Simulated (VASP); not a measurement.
Calculation: PBEsol GGA, VASP's PBE PAW potentials (set 64) (plane waves; VASP 6.6.1).

The input files of a VASP run:

### INCAR
```
# general
SYSTEM  = Ir(210) slab
PREC    = Normal
ENCUT   = 400
LREAL   = .False.   # projection in real space or not
LASPH   = .True.

# electronic loop
EDIFF   = 1E-5
NELM    = 100
NELMIN  = 4
ALGO    = Normal
LMAXMIX = 6   # l cut-off of mixed one-centre charges

# smearing
ISMEAR  = 1   # Methfessel-Paxton
SIGMA   = 0.1

# functional
GGA     = PS   # PBEsol

# ions
IBRION  = 2
NSW     = 50   # most ionic steps
ISIF    = 2
EDIFFG  = -0.03   # ionic stop

# output
LWAVE   = .True.
LCHARG  = .False.

# other
LDIPOL  = .True.
IDIPOL  = 3
DIPOL   = 0.5 0.5 0.5
```

**POSCAR**
```
Ir(210) slab
1
    4.6943245663    -0.0000000000    -0.0000000000
    3.1295500436     3.4989428066     0.0000000000
    0.0000000000     0.0000000000    25.2570166944
Ir
12
Direct
  0.3500000000   0.3500000000   0.3133650000
  0.6500000000   0.6500000000   0.3472990000
  0.9500000000   0.9500000000   0.3812320000
  0.2500000000   0.2500000000   0.4151660000
  0.5500000000   0.5500000000   0.4491000000
  0.8500000000   0.8500000000   0.4830330000
  0.1500000000   0.1500000000   0.5169670000
  0.4500000000   0.4500000000   0.5509000000
  0.7500000000   0.7500000000   0.5848340000
  0.0500000000   0.0500000000   0.6187680000
  0.3500000000   0.3500000000   0.6527010000
  0.6500000000   0.6500000000   0.6866350000
```

### KPOINTS
```
kpoints
0
G
 8 8 1
0 0 0
```

POTCAR, in this order: Ir (PBE.64 set). Program: vasp_std.

The run wrote:

**OUTCAR**
```
 ion  position               nearest neighbor table
   1  0.350  0.350  0.313-   3 2.71   3 2.71   4 2.71   2 2.71   2 2.71   2 2.71
   2  0.650  0.650  0.347-   3 2.71   3 2.71   3 2.71   4 2.71   4 2.71   5 2.71   1 2.71   1 2.71
                             1 2.71
   3  0.950  0.950  0.381-   2 2.71   2 2.71   2 2.71   1 2.71   1 2.71   6 2.71   4 2.71   4 2.71
                             4 2.71   5 2.71   5 2.71
   4  0.250  0.250  0.415-   6 2.71   2 2.71   2 2.71   6 2.71   1 2.71   7 2.71   3 2.71   5 2.71
                             3 2.71   5 2.71   5 2.71   3 2.71
   5  0.550  0.550  0.449-   8 2.71   6 2.71   6 2.71   6 2.71   7 2.71   7 2.71   2 2.71   4 2.71
                             4 2.71   4 2.71   3 2.71   3 2.71
   6  0.850  0.850  0.483-   5 2.71   5 2.71   5 2.71   8 2.71   4 2.71   4 2.71   8 2.71   3 2.71
                             9 2.71   7 2.71   7 2.71   7 2.71
   7  0.150  0.150  0.517-   8 2.71   8 2.71   8 2.71   5 2.71   9 2.71   5 2.71   9 2.71   4 2.71
                            10 2.71   6 2.71   6 2.71   6 2.71
   8  0.450  0.450  0.551-   5 2.71   7 2.71   7 2.71   7 2.71   6 2.71   6 2.71  11 2.71   9 2.71
                             9 2.71   9 2.71  10 2.71  10 2.71
   9  0.750  0.750  0.585-  11 2.71   7 2.71   7 2.71  11 2.71   6 2.71  12 2.71   8 2.71  10 2.71
                             8 2.71  10 2.71  10 2.71   8 2.71
  10  0.050  0.050  0.619-  11 2.71  11 2.71  11 2.71  12 2.71  12 2.71   7 2.71   9 2.71   9 2.71
                             9 2.71   8 2.71   8 2.71
  11  0.350  0.350  0.653-  10 2.71  10 2.71  10 2.71   9 2.71   9 2.71   8 2.71  12 2.71  12 2.71
                            12 2.71
  12  0.650  0.650  0.687-  10 2.71  10 2.71   9 2.71  11 2.71  11 2.71  11 2.71
  LATTYP: Found a base centered orthorhombic cell.
 ALAT       =     3.8328996948
...
```

File OSZICAR:
```
...
DAV:   5    -0.110555534192E+03    0.28117E-01   -0.83596E-02  4328   0.229E+00    0.242E+00
DAV:   6    -0.110525492262E+03    0.30042E-01   -0.14547E-01  4560   0.273E+00    0.795E-01
DAV:   7    -0.110519008638E+03    0.64836E-02   -0.47665E-02  4440   0.170E+00    0.359E-01
DAV:   8    -0.110517894713E+03    0.11139E-02   -0.67312E-03  4112   0.639E-01    0.181E-01
DAV:   9    -0.110517661753E+03    0.23296E-03   -0.16536E-03  4304   0.289E-01    0.152E-01
DAV:  10    -0.110517473073E+03    0.18868E-03   -0.98025E-04  4208   0.216E-01    0.979E-02
DAV:  11    -0.110517384775E+03    0.88297E-04   -0.28206E-04  4304   0.123E-01    0.254E-02
DAV:  12    -0.110517392233E+03   -0.74572E-05   -0.70168E-05  2992   0.589E-02
   2 F= -.11051739E+03 E0= -.11051566E+03  d E =-.387839E+00
       N       E                     dE             d eps       ncg     rms          rms(c)
DAV:   1    -0.110522097876E+03   -0.47131E-02   -0.39000E+00  2688   0.627E+00    0.431E-01
DAV:   2    -0.110541726493E+03   -0.19629E-01   -0.12177E-01  4272   0.220E+00    0.126E+00
DAV:   3    -0.110527734191E+03    0.13992E-01   -0.40177E-02  4440   0.165E+00    0.437E-01
DAV:   4    -0.110527623846E+03    0.11035E-03   -0.27608E-03  4072   0.363E-01    0.447E-01
DAV:   5    -0.110527741709E+03   -0.11786E-03   -0.49705E-04  4152   0.170E-01    0.428E-01
DAV:   6    -0.110527058510E+03    0.68320E-03   -0.27072E-03  4272   0.302E-01    0.108E-01
DAV:   7    -0.110526937284E+03    0.12123E-03   -0.11625E-03  4464   0.275E-01    0.685E-02
DAV:   8    -0.110526903518E+03    0.33766E-04   -0.16768E-04  4184   0.103E-01    0.325E-02
DAV:   9    -0.110526903098E+03    0.42013E-06   -0.14260E-05  1688   0.333E-02
   3 F= -.11052690E+03 E0= -.11052530E+03  d E =-.397350E+00
       N       E                     dE             d eps       ncg     rms          rms(c)
DAV:   1    -0.110555611953E+03   -0.28708E-01   -0.17210E+01  2688   0.136E+01    0.723E-01
DAV:   2    -0.110590115644E+03   -0.34504E-01   -0.33901E-01  4192   0.348E+00    0.747E-01
DAV:   3    -0.110592615884E+03   -0.25002E-02   -0.80550E-02  4816   0.216E+00    0.116E+00
DAV:   4    -0.110583374764E+03    0.92411E-02   -0.16836E-02  4800   0.983E-01    0.515E-01
DAV:   5    -0.110584058452E+03   -0.68369E-03   -0.87091E-03  4472   0.655E-01    0.556E-01
DAV:   6    -0.110581374901E+03    0.26836E-02   -0.83675E-03  4600   0.686E-01    0.139E-01
DAV:   7    -0.110581345361E+03    0.29541E-04   -0.17493E-03  4408   0.275E-01    0.100E-01
DAV:   8    -0.110581255924E+03    0.89436E-04   -0.42057E-04  4464   0.166E-01    0.456E-02
DAV:   9    -0.110581262085E+03   -0.61608E-05   -0.86146E-05  3240   0.613E-02
   4 F= -.11058126E+03 E0= -.11058071E+03  d E =-.543590E-01
       N       E                     dE             d eps       ncg     rms          rms(c)
DAV:   1    -0.110581645845E+03   -0.38992E-03   -0.83636E+00  2688   0.949E+00    0.472E-01
DAV:   2    -0.110599577548E+03   -0.17932E-01   -0.16448E-01  4200   0.248E+00    0.620E-01
DAV:   3    -0.110597690428E+03    0.18871E-02   -0.40254E-02  4760   0.159E+00    0.702E-01
DAV:   4    -0.110594812399E+03    0.28780E-02   -0.45901E-03  4608   0.506E-01    0.390E-01
DAV:   5    -0.110594936750E+03   -0.12435E-03   -0.41643E-03  4424   0.446E-01    0.370E-01
DAV:   6    -0.110593647327E+03    0.12894E-02   -0.41603E-03  4624   0.490E-01    0.704E-02
DAV:   7    -0.110593676070E+03   -0.28743E-04   -0.65392E-04  4272   0.180E-01    0.658E-02
DAV:   8    -0.110593653889E+03    0.22181E-04   -0.15340E-04  4056   0.105E-01    0.438E-02
DAV:   9    -0.110593652261E+03    0.16279E-05   -0.40274E-05  2216   0.477E-02
   5 F= -.11059365E+03 E0= -.11059360E+03  d E =-.667492E-01
       N       E                     dE             d eps       ncg     rms          rms(c)
DAV:   1    -0.110597894730E+03   -0.42408E-02   -0.40561E+00  2688   0.651E+00    0.332E-01
DAV:   2    -0.110607823295E+03   -0.99286E-02   -0.81822E-02  4240   0.179E+00    0.598E-01
DAV:   3    -0.110604142680E+03    0.36806E-02   -0.20382E-02  4672   0.117E+00    0.358E-01
DAV:   4    -0.110603480298E+03    0.66238E-03   -0.16692E-03  3992   0.274E-01    0.242E-01
DAV:   5    -0.110603430304E+03    0.49994E-04   -0.15729E-03  4328   0.306E-01    0.204E-01
DAV:   6    -0.110603039795E+03    0.39051E-03   -0.19172E-03  4424   0.320E-01    0.628E-02
DAV:   7    -0.110603014723E+03    0.25073E-04   -0.46114E-04  4384   0.177E-01    0.383E-02
DAV:   8    -0.110603015852E+03   -0.11288E-05   -0.11680E-04  3736   0.823E-02    0.416E-02
DAV:   9    -0.110603002524E+03    0.13327E-04   -0.28458E-05  1704   0.473E-02    0.198E-02
DAV:  10    -0.110602998496E+03    0.40283E-05   -0.19761E-05  1800   0.327E-02
   6 F= -.11060300E+03 E0= -.11060309E+03  d E =-.934623E-02
       N       E                     dE             d eps       ncg     rms          rms(c)
DAV:   1    -0.110602952063E+03    0.50462E-04   -0.80129E-01  2688   0.289E+00    0.148E-01
DAV:   2    -0.110604672363E+03   -0.17203E-02   -0.14911E-02  4216   0.737E-01    0.229E-01
DAV:   3    -0.110604180998E+03    0.49137E-03   -0.35124E-03  4688   0.477E-01    0.171E-01
DAV:   4    -0.110604025793E+03    0.15520E-03   -0.32250E-04  4184   0.128E-01    0.110E-01
DAV:   5    -0.110604026812E+03   -0.10183E-05   -0.38404E-04  4352   0.147E-01    0.944E-02
DAV:   6    -0.110603941011E+03    0.85801E-04   -0.41387E-04  4480   0.155E-01    0.266E-02
DAV:   7    -0.110603935690E+03    0.53216E-05   -0.76908E-05  3320   0.720E-02
   7 F= -.11060394E+03 E0= -.11060408E+03  d E =-.102834E-01
       N       E                     dE             d eps       ncg     rms          rms(c)
DAV:   1    -0.110604544137E+03   -0.60313E-03   -0.16428E+00  2688   0.416E+00    0.192E-01
DAV:   2    -0.110607489539E+03   -0.29454E-02   -0.28220E-02  4144   0.105E+00    0.255E-01
DAV:   3    -0.110607093889E+03    0.39565E-03   -0.50207E-03  4704   0.588E-01    0.309E-01
DAV:   4    -0.110606767867E+03    0.32602E-03   -0.54583E-04  4320   0.171E-01    0.221E-01
DAV:   5    -0.110606871227E+03   -0.10336E-03   -0.48250E-04  4448   0.150E-01    0.237E-01
DAV:   6    -0.110606499133E+03    0.37209E-03   -0.10941E-03  4608   0.205E-01    0.475E-02
DAV:   7    -0.110606492807E+03    0.63259E-05   -0.30751E-04  4376   0.126E-01    0.371E-02
DAV:   8    -0.110606480324E+03    0.12483E-04   -0.46085E-05  2584   0.662E-02    0.220E-02
DAV:   9    -0.110606480750E+03   -0.42549E-06   -0.17079E-05  1656   0.227E-02
   8 F= -.11060648E+03 E0= -.11060646E+03  d E =-.254506E-02
       N       E                     dE             d eps       ncg     rms          rms(c)
DAV:   1    -0.110606476023E+03    0.43008E-05   -0.52724E-02  2688   0.745E-01    0.357E-02
DAV:   2    -0.110606575156E+03   -0.99133E-04   -0.91492E-04  4176   0.186E-01    0.469E-02
DAV:   3    -0.110606561991E+03    0.13165E-04   -0.18748E-04  3896   0.118E-01    0.562E-02
DAV:   4    -0.110606548955E+03    0.13037E-04   -0.16837E-05  1728   0.356E-02    0.385E-02
DAV:   5    -0.110606550173E+03   -0.12184E-05   -0.10285E-05  1424   0.300E-02
   9 F= -.11060655E+03 E0= -.11060649E+03  d E =-.261448E-02
       N       E                     dE             d eps       ncg     rms          rms(c)
DAV:   1    -0.110606734000E+03   -0.18505E-03   -0.44952E-01  2688   0.219E+00    0.112E-01
DAV:   2    -0.110607572727E+03   -0.83873E-03   -0.80797E-03  4120   0.538E-01    0.143E-01
DAV:   3    -0.110607451217E+03    0.12151E-03   -0.16974E-03  4672   0.303E-01    0.151E-01
DAV:   4    -0.110607332235E+03    0.11898E-03   -0.24820E-04  4120   0.132E-01    0.832E-02
DAV:   5    -0.110607356221E+03   -0.23986E-04   -0.24493E-04  4344   0.119E-01    0.103E-01
DAV:   6    -0.110607272862E+03    0.83359E-04   -0.27583E-04  4480   0.127E-01    0.128E-02
DAV:   7    -0.110607274710E+03   -0.18485E-05   -0.28374E-05  1984   0.431E-02
  10 F= -.11060727E+03 E0= -.11060720E+03  d E =-.724537E-03
```

### OUTCAR
```
------------------------ aborting loop because EDIFF is reached ----------------------------------------
  FORCE on cell =-STRESS in cart. coord.  units (eV):
  Direction    XX          YY          ZZ          XY          YZ          ZX
  --------------------------------------------------------------------------------------
  Total       -8.0743907     -6.2611464      0.0219955     -1.0136346     -0.1718947     -0.3843648
  in kB      -31.1837494    -24.1808982      0.0849478     -3.9147135     -0.6638671     -1.4844385
  external PRESSURE =     -18.4265666 kB  Pullay stress =       0.0000000 kB
  volume of cell :      414.85
      direct lattice vectors                 reciprocal lattice vectors
     4.694324566  0.000000000  0.000000000     0.213023191 -0.190533762  0.000000000
     3.129550044  3.498942807  0.000000000     0.000000000  0.285800613  0.000000000
     0.000000000  0.000000000 25.257016694     0.000000000  0.000000000  0.039592958
 POSITION                                       TOTAL-FORCE (eV/Angst)
 -----------------------------------------------------------------------------------
      2.74085      1.22575      8.08204         0.024757      0.011072      0.003687
      5.10274      2.28201      8.82673         0.006214      0.002779     -0.013176
      7.46532      3.33859      9.55597         0.005655      0.002529      0.015869
      1.92477      0.86079     10.51745         0.009442      0.004222     -0.006057
      4.27658      1.91255     11.36124         0.010925      0.004886     -0.008630
      6.65385      2.97569     12.18679        -0.004359     -0.001950     -0.015077
      1.17003      0.52325     13.07022         0.004359      0.001950      0.015077
      3.54729      1.58640     13.89578        -0.010925     -0.004886      0.008630
      5.89910      2.63816     14.73956        -0.009442     -0.004222      0.006057
      0.35855      0.16035     15.70105        -0.005655     -0.002529     -0.015869
      2.72113      1.21693     16.43029        -0.006214     -0.002779      0.013176
      5.08302      2.27320     17.17497        -0.024757     -0.011072     -0.003687
 -----------------------------------------------------------------------------------
    total drift:                                0.000000      0.000000      0.000000
  FREE ENERGIE OF THE ION-ELECTRON SYSTEM (eV)
  ---------------------------------------------------
  free  energy   TOTEN  =      -110.6072747105 eV

  energy  without entropy=     -110.6070381163  energy(sigma->0) =     -110.60719585

 reached required accuracy - stopping structural energy minimisation
```
(Selected blocks of OUTCAR.)

CONTCAR:
```
Ir(210) slab
   1.00000000000000
     4.6943245662999997    0.0000000000000000    0.0000000000000000
     3.1295500436000001    3.4989428066000001    0.0000000000000000
     0.0000000000000000    0.0000000000000000   25.2570166944000007
  Ir
    12
Direct
     0.3503188888095969    0.3503188888095969    0.3199919723020012
     0.6522011937964020    0.6522011937964020    0.3494762798944883
     0.9541723276008900    0.9541723276008900    0.3783491504249035
     0.2460129647755684    0.2460129647755684    0.4164170237382177
     0.5466067542920219    0.5466067542920219    0.4498249692303581
     0.8504540788488164    0.8504540788488164    0.4825111371913812
     0.1495459211511836    0.1495459211511836    0.5174888628086188
     0.4533932457079781    0.4533932457079781    0.5501750307696418
     0.7539870352244314    0.7539870352244314    0.5835829762617823
     0.0458276723991100    0.0458276723991100    0.6216508495750968
     0.3477988062035981    0.3477988062035981    0.6505237201055115
     0.6496811111904032    0.6496811111904032    0.6800080276979988
```

File OUTCAR:
```
 val. band max:        1.1176786948   @ k =   0.5000   0.3750   0.0000

 cond. band min:       1.1327689333   @ k =   0.3750   0.2500   0.0000


 Fermi energy:         1.1189675741

 k-point     1 :       0.0000    0.0000    0.0000
  band No.  band energies     occupation
      1      -9.6397      2.00000
      2      -8.3872      2.00000
      3      -6.8278      2.00000
      4      -6.5299      2.00000
      5      -5.9824      2.00000
      6      -5.6031      2.00000
      7      -5.4531      2.00000
      8      -5.1480      2.00000
      9      -5.1400      2.00000
     10      -5.1362      2.00000
     11      -4.8782      2.00000
     12      -4.6472      2.00000
     13      -4.5575      2.00000
     14      -4.5098      2.00000
     15      -4.4632      2.00000
     16      -4.3537      2.00000
     17      -4.1244      2.00000
     18      -3.8198      2.00000
     19      -3.7870      2.00000
     20      -3.7705      2.00000
     21      -3.6952      2.00000
     22      -3.6028      2.00000
     23      -3.3195      2.00000
     24      -3.1844      2.00000
     25      -3.0740      2.00000
     26      -2.9467      2.00000
     27      -2.9297      2.00000
     28      -2.8579      2.00000
     29      -2.6257      2.00000
     30      -2.5457      2.00000
     31      -2.4363      2.00000
     32      -2.1222      2.00000
     33      -1.8593      2.00000
     34      -1.8328      2.00000
     35      -1.7719      2.00000
     36      -1.5261      2.00000
     37      -1.0596      2.00000
     38      -0.8933      2.00000
     39      -0.8526      2.00000
     40      -0.8094      2.00000
     41      -0.5501      2.00000
     42      -0.4578      2.00000
     43      -0.3558      2.00000
     44      -0.2928      2.00000
     45       0.0036      2.00000
     46       0.0827      2.00000
     47       0.1507      2.00000
     48       0.1884      2.00000
     49       0.2364      2.00000
     50       0.3803      2.00000
     51       0.6154      2.00000
...
```

Unless said otherwise, spin-orbit coupling is left out, though it shifts the bands of the heavy elements here.

The cell is a thin slab with vacuum, built from Ir (fcc): (210) face.
